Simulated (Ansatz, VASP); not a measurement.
# Si2Ni in two plane-wave programs, part 2 of 2

One calculation is typed for both programs; each brings its own data sets. How far apart do they land? The cell is taken from a series of runs on this material, whose earlier steps may have relaxed, scaled, displaced or heated it; both programs get it as it stands.

VASP 6.6.1 and Ansatz 0.2.0.

So far: The structure; VASP: zone-centre phonons, PBEsol.

## Step 3: Ansatz: zone-centre phonons, PBEsol

Level of this step: Ansatz beside VASP: Kohn-Sham DFT, plane waves, PBEsol (Ansatz).

Ansatz runs on its PAW soft_1 files.

The same cell, functional, mesh and smearing now go to Ansatz, which takes its cutoff from its data sets.

input.yaml reads:

```yaml
crystal:
  lattice:
    - [0.0, 2.7476461572, 2.7476461572]
    - [2.7476461572, 0.0, 2.7476461572]
    - [2.7476461572, 2.7476461572, 0.0]
  atoms:
    - { symbol: Si, position: [0.25, 0.25, 0.25] }
    - { symbol: Si, position: [0.75, 0.75, 0.75] }
    - { symbol: Ni, position: [0.0, 0.0, 0.0] }
kpoints:
  mp_grid: { grid: [16, 16, 16] }
hamiltonian:
  xc: pbesol
  pseudopotentials: { kind: paw, azcp: { folder: soft_1 }, xc_functional: pbe }
scf:
  occupations: { method: methfessel_paxton, width: 0.2 }
output:
  eigenvalues: true
phonons:
  method: dfpt
```

The run is started by

```
$ ansatz run input.yaml --threads 4 --pin off --max-ram 10240MiB --backend cpu --events-out ev --progress --plain --runs-dir out
```

Numbers of over 12 decimals in the logs are rounded to 6 here.

The log of the run:

```text
zone centre: on kpoints.mp_grid the ground state, and the responses unless they are solved on pairs of k-points, stand on 349 of the mesh's 4096 k-points, reduced under 8 symmetry operations, with k and −k counted as one. Each operation leaves every solved displacement unchanged or reverses it
Engine: ansatz 0.2.0, aarch64-unknown-linux-gnu
Pseudopotentials: kind: paw
Pseudopotential: Si, paw, valence charge 4, recommended cutoff 420 eV (normal), soft_1/Si.paw.azcp
Pseudopotential: Ni, paw, valence charge 18, recommended cutoff 420 eV (normal), soft_1/Ni.paw.azcp
Functional definition: PBEsol
  exchange = pbesol_x
  correlation = pbesol_c
Crystal: 3 atoms, lattice volume = 41.487 Å³
Basis set: ecut = 420 eV, 869 PW (Γ), exchange–correlation on 54×54×54 points (8 copies of the dense FFT grid, shifted against one another)
Bands: 17, of which v1, the nominal top of the filled ones, is band 13 counted from 1 (12 counted from 0)
Symmetry: 48 space group operations
k-points: 349 of 4096 (irreducible under 8 space group operations, time reversal used)
Non-local potential: Si, projectors of the file, l = 0: 2, l = 1: 2, l = 2: 1
Non-local potential: Ni, projectors of the file, l = 0: 3, l = 1: 2, l = 2: 3, l = 3: 1
PAW form: soft (Blöchl's): semilocal exchange-correlation on the pseudo side does not see the compensation charge
PAW frozen core: Si, regenerated for the run's functional, and the local potential with it (the file was generated under x = pbe(κ = 0.804, μ = 0.219515), c = pbe(β = 0.066725))
PAW frozen core: Ni, regenerated for the run's functional, and the local potential with it (the file was generated under x = pbe(κ = 0.804, μ = 0.219515), c = pbe(β = 0.066725))
PAW one-centre angular grid: Si, 110 points (default); XC on 64 Gauss nodes
PAW one-centre angular grid: Ni, 590 points (default); XC on 64 Gauss nodes
Initial density: superposition of atomic densities (chi_scale 0.1, normalization cell, long waves kept (reshape's long-wave potential 0.00 eV rms))
Initial wavefunctions: pseudopotential atomic-orbital guess
Functional: x = pbesol(κ = 0.804, μ = 0.123457), c = pbesol(β = 0.046)
SCF iter   1: F=—  HF=-7050.186961 eV  |F-HF|=—  |Δ(HF+E_count)|=         —  Δρ=9.22e-2  dr2=4.48e0  ethr=3.10e-3  ⟨swp⟩=5.4  Hψ=30111  notcnv=0
preconditioner: auto → Kerker (q_TF=auto, 2.524 Å⁻¹)  [metal: Δε(μ)=0.046 eV  Ē_g=8.526 eV  σ=0.200 eV  W_gap=0.19  n_scr=14 (ndim 8)  ℏωp=24.5 eV  f_vac=0.000  D(μ)=0.71/eV (n_scr^D=0)]
SCF iter   2: F=—  HF=-7049.615119 eV  |F-HF|=—  |Δ(HF+E_count)|=   5.72e-1  S|Δr|=    0.00e0  Δρ=3.79e-2  dr2=1.11e0  ethr=3.10e-3  ⟨swp⟩=2.8  Hψ=11922  notcnv=0  defer=9
SCF iter   3: F=—  HF=-7049.303464 eV  |F-HF|=—  |Δ(HF+E_count)|=   3.12e-1  S|Δr|=    0.00e0  Δρ=2.26e-2  dr2=2.56e-1  ethr=3.10e-3  ⟨swp⟩=2.9  Hψ=10925  notcnv=0  defer=9
SCF iter   4: F=—  HF=-7049.264912 eV  |F-HF|=—  |Δ(HF+E_count)|=   3.86e-2  S|Δr|=    0.00e0  Δρ=1.09e-2  dr2=3.63e-2  ethr=9.85e-4  ⟨swp⟩=2.0  Hψ=9851  notcnv=0  defer=7
SCF iter   5: F=—  HF=-7049.264356 eV  |F-HF|=—  |Δ(HF+E_count)|=   5.55e-4  S|Δr|=    0.00e0  Δρ=6.08e-3  dr2=1.38e-2  ethr=1.40e-4  ⟨swp⟩=2.1  Hψ=7279  notcnv=0  defer=5
SCF iter   6: F=—  HF=-7049.263483 eV  |F-HF|=—  |Δ(HF+E_count)|=   8.74e-4  S|Δr|=    0.00e0  Δρ=2.98e-3  dr2=3.64e-3  ethr=5.32e-5  ⟨swp⟩=1.0  Hψ=5928  notcnv=0  defer=5
SCF iter   7: F=—  HF=-7049.263086 eV  |F-HF|=—  |Δ(HF+E_count)|=   3.97e-4  S|Δr|=    0.00e0  Δρ=6.14e-4  dr2=1.56e-4  ethr=1.40e-5  ⟨swp⟩=1.0  Hψ=5928  notcnv=0  defer=5
SCF iter   8: F=—  HF=-7049.263081 eV  |F-HF|=—  |Δ(HF+E_count)|=   5.03e-6  S|Δr|=    0.00e0  Δρ=6.20e-5  dr2=1.65e-6  ethr=6.00e-7  ⟨swp⟩=1.6  Hψ=7132  notcnv=0  defer=5
SCF iter   9: F=—  HF=-7049.263091 eV  |F-HF|=—  |Δ(HF+E_count)|=   1.08e-5  S|Δr|=    0.00e0  Δρ=6.08e-6  dr2=1.27e-8  ethr=6.35e-9  ⟨swp⟩=2.3  Hψ=8675  notcnv=0  defer=5
SCF iter  10: F=—  HF=-7049.263091 eV  |F-HF|=—  |Δ(HF+E_count)|=  3.17e-10  S|Δr|=    0.00e0  Δρ=6.07e-7  dr2=9.52e-11  ethr=4.88e-11  ⟨swp⟩=2.1  Hψ=9090  notcnv=0  defer=5
SCF iter  11: F=—  HF=-7049.263091 eV  |F-HF|=—  |Δ(HF+E_count)|=  6.00e-11  S|Δr|=    0.00e0  Δρ=2.45e-7  dr2=1.66e-11  ethr=1.00e-12  ⟨swp⟩=6.3  Hψ=29127  notcnv=0
SCF iter  12: F=-7049.263091 eV  HF=-7049.263091 eV  |F-HF|=3.64e-12  |Δ(HF+E_count)|=  6.37e-12  S|Δr|=    0.00e0  Δρ=1.81e-8  dr2=1.08e-13  ethr=1.00e-12  ⟨swp⟩=5.0  Hψ=23692  notcnv=0
SCF 1 converged in 12 iterations: F = -7049.263091 eV  dr2 = 1.08e-13
  greatest PAW one-centre occupation: 1.000 electrons in one spin orbital (limit 2), on the Ni atom at site 2 (counted from 0), in its partial waves of l = 1
DFPT response loops at Γ: preconditioner auto → Kerker (q_TF=auto, 2.524 Å⁻¹) (partly filled bands, converged f_vac=0.002); β = 1.00, the filter's whole step (`scf.mixing.beta` (0.50) is not read by the response loops under this deck's `scf.mixing.preconditioner`; to damp them name `kerker` or `kerker_dos`, under which they read `scf.mixing.beta`, and type it under 1.00, their step now; both keys bind the ground state too); Broyden in place of MSR1
SCF converged after 12 iterations
Stability not checked: this state was not tested for a lower state beside it, because cold or Methfessel-Paxton smearing, or corrected tetrahedra, fill the levels in a way that the test cannot read (fill_not_monotonic; see scf.lower_state_search)
Free energy (F): -7049.263091 eV
Harris-Foulkes:  -7049.263091 eV  (|F-HF|=3.64e-12)
Internal energy: -7049.261974 eV  (E = F + TS)
E sigma→0 (E₀):  -7049.262812 eV
Entropy (-TS):   -0.001117 eV (-0.372 meV/atom)
Fermi energy:    12.231376 eV
--- Per-component energies (eV) ---
  E_band       = -362.993505
  E_kinetic    = 426.022763
  E_local      = -4270.729015  (includes V_loc(G=0)·N_el)
  E_nonlocal   = -75.409474
  E_hartree    = 2198.454043
  E_xc         = -226.849143
  E_vxc        = -244.862184  (∫ρ·V_xc dr)
  E_paw        = -2614.238476  (= ΣΔE_a)
  E_vpaw       = -594.924749  (= ΣTr[D̂ρ^β])
  E_aug_tail   = 0.001072  (compensation charges beyond the density's cutoff)
  E_ewald      = -2486.774156
  E_core_change = 0.260411  (= ΣΔE_core)
  E_smearing   = -0.001117  (= −TS)
  E_closure    = 0.000000  (closes the sum)
  Σ components = -7049.263091   (vs F -7049.263091, Δ=0.00e0)
--- Band table (eV; the first three rows and the last of 349) ---
  k-point 0: bands = [... 9 lower, 9.0190, 11.6089, 13.9329, 13.9329, 13.9329, 14.5691, 14.5691, 14.5691]
  k-point 1: bands = [... 9 lower, 9.0081, 11.6085, 13.2056, 13.6262, 13.6262, 14.8758, 14.8758, 15.3542]
  k-point 2: bands = [... 9 lower, 8.9805, 11.3367, 12.6961, 13.1529, 13.1529, 15.1826, 15.1826, 16.1119]
  k-point 348: bands = [... 9 lower, 8.7720, 8.9022, 9.3238, 10.0155, 14.3875, 14.3875, 16.9019, 17.4167]
--- Phonons (Γ-DFPT): 2 representative perturbations + reference, on 349 of 4096 k-points (Σ response iterations 6) ---
  k mesh reduced under 8 symmetry operations, with k and −k counted as one. Each operation leaves every solved displacement unchanged or reverses it
  ASR residual: 6.698e-6 → 0.000e0 eV/Å²; symmetrization residual: 1.121e-6 eV/Å²
  ASR residual per site (eV/Å²): 6.70e-6 6.70e-6 2.28e-7
  Γ frequencies (cm⁻¹): 0.00 0.00 0.00 274.20 274.20 274.20 291.27 291.27 291.27
  non-analytic LO–TO correction: not included (Born effective charges unavailable; polar crystals: no LO–TO splitting at Γ)
```

Reading the cycles: dr2 is the Hartree energy of the density residual (eV), the measure of convergence; HF is the Harris–Foulkes estimate of the energy, which meets the free energy F at convergence.

## Step 4: Differences

Known differences besides the potentials themselves: the data sets hold 26 valence electrons in Ansatz (on its PAW soft_1 files) and 18 in VASP; the cutoff is 420 eV in Ansatz and 600 eV in VASP; Ansatz makes its cores anew for this functional, VASP keeps those of its PBE data sets. Total energies have different zeros and are not compared.

Both answers:

| quantity | Ansatz | VASP | difference |
| --- | --- | --- | --- |
| optical mode 1 to 3 (cm⁻¹) | 274.2 | 274.9 | -0.25 % |
| optical mode 4 to 6 (cm⁻¹) | 291.3 | 291.5 | -0.09 % |

Modes are paired by rising frequency, not by their patterns, so a pair may set unlike modes beside each other; they are those without the splitting of longitudinal modes.

## Step 5: Summary of results

| Quantity | Value |
| --- | --- |
| r.m.s. difference of the optical zone-centre modes, each program's sorted by frequency (zone-centre phonons, PBEsol) | 0.52 cm⁻¹ |

The r.m.s. difference of the optical zone-centre modes, each program's sorted by frequency is 0.52 cm⁻¹ (zone-centre phonons, PBEsol). The data sets hold unlike numbers of valence electrons (26 in Ansatz and 18 in VASP), so part of the differences comes from the potentials. Such differences can come from data sets, numerical settings and the points named under the comparisons, not from the functional's error against experiment.

[Lines on the potential files, build, host, timing and source positions are cut from VASP's logs without a mark.]

[Logs are printed without paths, hosts, clocks, repeated set-up lines and the standing remarks that a program may print on its own settings, such as how far it seeks lower states.]

[Hosts, paths, dates, database ids (printed as entryN), source tags and the programs' standing remarks are cut or masked in the printed files.]
